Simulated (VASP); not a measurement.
Method: rev-vdW-DF2, VASP's PBE PAW potentials (set 64) (plane waves; VASP 6.6.1).

VASP ran on this input.

**POSCAR**
```
Zn
2.6565290
  0.4999999022  -0.8660253942   0.0000000000
  0.4999999022   0.8660253942   0.0000000000
  0.0000000000   0.0000000000   1.8204299707
Zn
2
Cart
  0.4999999022   0.2886757087   0.4551074927
  0.4999999022  -0.2886757087   1.3653224780
```

INCAR:
```
SYSTEM = Zn
PREC = Accurate
ENCUT = 520
EDIFF = 1E-7
NELM = 100
ALGO = Normal
LREAL = .FALSE.
LASPH = .TRUE.
ISMEAR = 0
SIGMA = 0.05
GGA = MK
PARAM1 = 0.1234568
PARAM2 = 0.7114
ZAB_VDW = -1.8867
LUSE_VDW = .TRUE.
AGGAC = 0.0
LMAXMIX = 4
LWAVE = .FALSE.
LCHARG = .FALSE.
LORBIT = 11
ICHARG = 11
```

### KPOINTS
```
k-points along high-symmetry lines
10
Line-mode
Reciprocal
  0.000000   0.000000   0.000000 ! GAMMA
 -0.000000   0.500000   0.000000 ! M

 -0.000000   0.500000   0.000000 ! M
 -0.333333   0.666667   0.000000 ! K

 -0.333333   0.666667   0.000000 ! K
  0.000000   0.000000   0.000000 ! GAMMA

  0.000000   0.000000   0.000000 ! GAMMA
  0.000000   0.000000   0.500000 ! A

  0.000000   0.000000   0.500000 ! A
 -0.000000   0.500000   0.500000 ! L

 -0.000000   0.500000   0.500000 ! L
 -0.333333   0.666667   0.500000 ! H

 -0.333333   0.666667   0.500000 ! H
  0.000000   0.000000   0.500000 ! A

 -0.000000   0.500000   0.500000 ! L
 -0.000000   0.500000   0.000000 ! M

 -0.333333   0.666667   0.500000 ! H
 -0.333333   0.666667   0.000000 ! K
```

POTCAR, in this order: Zn (PBE.64 set). Program: vasp_std. Read from the step before: CHGCAR.

Output

**OUTCAR**
```
 ion  position               nearest neighbor table
   1  0.333  0.667  0.250-   2 2.86   2 2.86   2 2.86   2 2.86   2 2.86   2 2.86
   2  0.667  0.333  0.750-   1 2.86   1 2.86   1 2.86   1 2.86   1 2.86   1 2.86
  LATTYP: Found a hexagonal cell.
 ALAT       =     2.6565288480
 C/A-ratio  =     1.8204300749
 Subroutine PRICEL returns:
 Original cell was already a primitive cell.
 Subroutine GETGRP returns: Found 24 space group operations
The static configuration has the point symmetry D_3d.
 The point group associated with its full space group is D_6h.
The dynamic configuration has the point symmetry D_3d.
 Subroutine INISYM returns: Found 24 space group operations
   k-points           NKPTS =     90   k-points in BZ     NKDIM =     90   number of bands    NBANDS=     16
   number of dos      NEDOS =    301   number of ions     NIONS =      2
   total plane-waves  NPLWV =  14400
   dimension x,y,z NGX =    20 NGY =   20 NGZ =   36
   dimension x,y,z NGXF=    40 NGYF=   40 NGZF=   72
   ions per type =               2
   PREC   = accura    normal or accurate (medium, high low for compatibility)
   ISTART =      0    job   : 0-new  1-cont  2-samecut
   ICHARG =     11    charge: 1-file 2-atom 10-const
   ISPIN  =      1    spin polarized calculation?
   LNONCOLLINEAR =      F non collinear calculations
   LSORBIT =      F    spin-orbit coupling
   INIWAV =      1    electr: 0-lowe 1-rand  2-diag
   ENCUT  =  520.0 eV  38.22 Ry    6.18 a.u.   4.94  4.94  8.99*2*pi/ulx,y,z
   NELM   =    100;   NELMIN=  2; NELMDL= -5     # of ELM steps
   EDIFF  = 0.1E-06   stopping-criterion for ELM
   LREAL  =      F    real-space projection
   NLSPLINE    = F    spline interpolate recip. space projectors
   LMAXMIX     =    4 max onsite mixed and CHGCAR
   VOSKOWN=      0    Vosko Wilk Nusair interpolation
   EDIFFG = 0.1E-05   stopping-criterion for IOM
   NSW    =      0    number of steps for IOM
   NBLOCK =      1;   KBLOCK =      1    inner block; outer block
   IBRION =     -1    ionic relax: 0-MD 1-quasi-New 2-CG
   NFREE  =      0    steps in history (QN), initial steepest desc. (CG)
   ISIF   =      2    stress and relaxation
   ISYM   =      2    0-nonsym 1-usesym 2-fastsym
...
```

OSZICAR:
```
       N       E                     dE             d eps       ncg     rms          rms(c)
DAV:   1     0.101324424959E+03    0.10132E+03   -0.13012E+04  2936   0.241E+03
DAV:   2     0.705182717980E+01   -0.94273E+02   -0.92882E+02  2968   0.302E+02
DAV:   3     0.432737290400E+01   -0.27245E+01   -0.27173E+01  3568   0.618E+01
DAV:   4     0.431932063120E+01   -0.80523E-02   -0.80518E-02  3496   0.344E+00
DAV:   5     0.431930870485E+01   -0.11926E-04   -0.11926E-04  3384   0.108E-01
DAV:   6     0.431930866642E+01   -0.38427E-07   -0.38709E-07  3512   0.573E-03
   1 F= 0.43193087E+01 E0= 0.43216923E+01  d E =-.476732E-02
```

### OUTCAR
```
 val. band max:        3.2553420528   @ k =   0.0000   0.5000   0.5000

 cond. band min:       3.2724406805   @ k =  -0.3333   0.6667   0.0556



 k-point     1 :       0.0000    0.0000    0.0000
  band No.  band energies     occupation
      1      -7.4260      2.00000
      2      -5.5578      2.00000
      3      -4.8411      2.00000
      4      -4.6207      2.00000
      5      -4.6207      2.00000
      6      -4.5632      2.00000
      7      -4.5632      2.00000
      8      -4.2555      2.00000
      9      -4.2555      2.00000
     10      -4.0145      2.00000
     11      -4.0145      2.00000
     12      -0.4367      2.00000
     13       0.3403      2.00000
     14      17.6872      0.00000
     15      20.4797      0.00000
     16      20.4825      0.00000

 k-point     2 :       0.0000    0.0556    0.0000
  band No.  band energies     occupation
      1      -7.3340      2.00000
      2      -5.5184      2.00000
      3      -4.8326      2.00000
      4      -4.6289      2.00000
      5      -4.5987      2.00000
      6      -4.5731      2.00000
      7      -4.5425      2.00000
      8      -4.2745      2.00000
      9      -4.2646      2.00000
     10      -4.0680      2.00000
     11      -4.0129      2.00000
     12      -0.2880      2.00000
     13       0.3887      2.00000
     14      17.7832      0.00000
     15      18.7997      0.00000
     16      19.5993      0.00000

 k-point     3 :       0.0000    0.1111    0.0000
  band No.  band energies     occupation
      1      -7.0612      2.00000
      2      -5.4110      2.00000
      3      -4.8150      2.00000
      4      -4.6460      2.00000
      5      -4.5924      2.00000
      6      -4.5350      2.00000
      7      -4.4824      2.00000
      8      -4.3435      2.00000
      9      -4.2898      2.00000
     10      -4.1883      2.00000
     11      -4.0095      2.00000
     12       0.1310      2.00000
     13       0.5403      2.00000
     14      16.1790      0.00000
...
```

The density is held fixed in this step, so its total energy and stress have no physical meaning.

The compound is Zn in the hcp structure. It was relaxed first.
